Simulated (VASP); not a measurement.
An input for Quantum ESPRESSO's pw.x (written as the equivalent of a VASP run, and not itself run):

```
&CONTROL
  calculation = 'scf'
  pseudo_dir = './pseudo'
  outdir = './out'
  tprnfor = .true.
  tstress = .true.
/
&SYSTEM
  ibrav = 0
  nat = 2
  ntyp = 2
  ecutwfc = 96
  occupations = 'smearing'
  smearing = 'gaussian'
  degauss = 0.01999
  input_dft = 'pbe'
/
&ELECTRONS
  conv_thr = 7.3e-08
  electron_maxstep = 100
/
ATOMIC_SPECIES
  Ga 69.723 Ga.upf
  Co 58.933 Co.upf
CELL_PARAMETERS angstrom
     2.8800000    0.0000000    0.0000000
     0.0000000    2.8800000    0.0000000
     0.0000000    0.0000000    2.8800000
ATOMIC_POSITIONS crystal
  Ga   0.4945870  0.5012000  0.5001660
  Co   0.0054130 -0.0012000 -0.0001660
K_POINTS automatic
  8 8 8 1 1 1
```

Problem. Translate this input to VASP (INCAR, KPOINTS, POSCAR, choice of POTCAR).

Solution. Several could match; the one computed here: 
File POSCAR:
```
CoGa
2.880
  1.0000000000   0.0000000000   0.0000000000
  0.0000000000   1.0000000000   0.0000000000
  0.0000000000   0.0000000000   1.0000000000
Ga Co
1 1
Cart
  0.4945870000   0.5012000000   0.5001660000
  0.0054130000  -0.0012000000  -0.0001660000
```

KPOINTS:
```
Automatic mesh
0
gamma
 8 8 8
0.5 0.5 0.5
```

INCAR:
```
SYSTEM = CoGa
ALGO = Normal   ! blocked Davidson
ENCUT = 150
SIGMA = 0.272   ! width (eV)
ISIF = 2   ! forces and stress, cell fixed
ISMEAR = 0
GGA = PE
LREAL = .False.
NELM = 100   ! most electronic steps
LWAVE = .False.
LCHARG = .False.
PREC = Accurate
LMAXMIX = 4
LASPH = .True.
EDIFF = 1E-6
```

POTCAR, in this order: Ga_d Co (PBE.64 set). Program: vasp_std.

The two are equivalent in intent, not identical: the potentials are each code's own (VASP's PAW set, PseudoDojo norm-conserving files in pw.x), so ENCUT and ecutwfc are chosen apart and not converted; conv_thr bounds pw.x's estimated SCF error, while EDIFF bounds the energy change between steps.

The structure is a typed CoGa crystal. The cell was not relaxed at this level, atoms are displaced from their ideal sites. The run is one of a series of settings (ENCUT = 150, KPOINTS 8×8×8 Γ-centred mesh shifted by (0.5, 0.5, 0.5) against the base run), some of them coarse on purpose.
